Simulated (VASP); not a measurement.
Method: PBE GGA, VASP's PBE PAW potentials (set 64) (plane waves; VASP).

The input files of a VASP run:

**POSCAR**
```
GaN
1
    3.2196550541     0.0000000000     0.0000000000
   -1.6098275270     2.7883030291     0.0000000000
    0.0000000000     0.0000000000     5.2405982405
Ga N
2 2
Direct
  0.3333330000   0.6666670000   0.0000000000
  0.6666670000   0.3333330000   0.5000000000
  0.3333330000   0.6666670000   0.3770000000
  0.6666670000   0.3333330000   0.8770000000
```

**INCAR**
```
ALGO=Fast
NSW=20
ENCUT=450   ! plane-wave cut-off (eV)
NELM=100   ! most electronic steps
LMAXMIX=4   ! l cut-off of mixed one-centre charges
LCHARG=.FALSE.
LWAVE=.FALSE.
PREC=Normal
LREAL=.FALSE.   ! projection in real space or not
LASPH=.TRUE.
SIGMA=0.05   ! width (eV)
ISIF=2   ! forces and stress, cell fixed
GGA=PE
SYSTEM=GaN
NELMIN=4
ISMEAR=0
EDIFFG=-0.03
IBRION=2   ! conjugate gradients
EDIFF=1E-5
```

KPOINTS:
```
Automatic mesh
0
Gamma
11 11 6
0 0 0
```

POTCAR, in this order: Ga_d N (PBE.64 set). Program: vasp_std.

The run wrote:

**OSZICAR**
```
       N       E                     dE             d eps       ncg     rms          rms(c)
DAV:   1     0.262478862010E+03    0.26248E+03   -0.17116E+04  2942   0.278E+03
DAV:   2     0.360784935021E+01   -0.25887E+03   -0.25033E+03  3236   0.495E+02
DAV:   3    -0.270972201536E+02   -0.30705E+02   -0.30489E+02  3242   0.145E+02
DAV:   4    -0.282356704357E+02   -0.11385E+01   -0.11358E+01  3922   0.301E+01
DAV:   5    -0.282524519069E+02   -0.16781E-01   -0.16775E-01  3172   0.322E+00    0.108E+01
RMM:   6    -0.241440186141E+02    0.41084E+01   -0.12634E+01  3338   0.199E+01    0.327E+00
RMM:   7    -0.243476538695E+02   -0.20364E+00   -0.27663E+00  3478   0.968E+00    0.250E+00
RMM:   8    -0.243360747280E+02    0.11579E-01   -0.22963E-01  3295   0.376E+00    0.590E-01
RMM:   9    -0.243323254355E+02    0.37493E-02   -0.84980E-02  4177   0.167E+00    0.304E-01
RMM:  10    -0.243350956912E+02   -0.27703E-02   -0.46076E-02  3424   0.105E+00    0.250E-01
RMM:  11    -0.243339204963E+02    0.11752E-02   -0.77365E-03  3504   0.777E-01    0.385E-02
RMM:  12    -0.243340079592E+02   -0.87463E-04   -0.14531E-03  3736   0.246E-01    0.135E-02
RMM:  13    -0.243340402042E+02   -0.32245E-04   -0.32982E-04  3024   0.115E-01    0.135E-02
RMM:  14    -0.243340566229E+02   -0.16419E-04   -0.14870E-04  2690   0.777E-02    0.182E-02
RMM:  15    -0.243340475991E+02    0.90238E-05   -0.60120E-05  2360   0.468E-02
   1 F= -.24334048E+02 E0= -.24334048E+02  d E =-.243340E+02
```

OUTCAR:
```
------------------------ aborting loop because EDIFF is reached ----------------------------------------
  FORCE on cell =-STRESS in cart. coord.  units (eV):
  Direction    XX          YY          ZZ          XY          YZ          ZX
  --------------------------------------------------------------------------------------
  Total       -0.2236905     -0.2236905     -0.1660687     -0.0000000     -0.0000000      0.0000000
  in kB       -7.6177725     -7.6177722     -5.6554635     -0.0000000     -0.0000000      0.0000000
  external PRESSURE =      -6.9636694 kB  Pullay stress =       0.0000000 kB
  volume of cell :       47.05
      direct lattice vectors                 reciprocal lattice vectors
     3.219655054  0.000000000  0.000000000     0.310592279  0.179320538  0.000000000
    -1.609827527  2.788303029  0.000000000     0.000000000  0.358641077  0.000000000
     0.000000000  0.000000000  5.240598240     0.000000000  0.000000000  0.190817909
  FREE ENERGIE OF THE ION-ELECTRON SYSTEM (eV)
  ---------------------------------------------------
  free  energy   TOTEN  =       -24.3340475991 eV

  energy  without entropy=      -24.3340475991  energy(sigma->0) =      -24.33404760

 reached required accuracy - stopping structural energy minimisation
```
(Selected blocks of OUTCAR.)

At this cut-off the stress carries a Pulay error, which pulls relaxed volumes low.

The compound is GaN in the wurtzite structure. It was relaxed first.
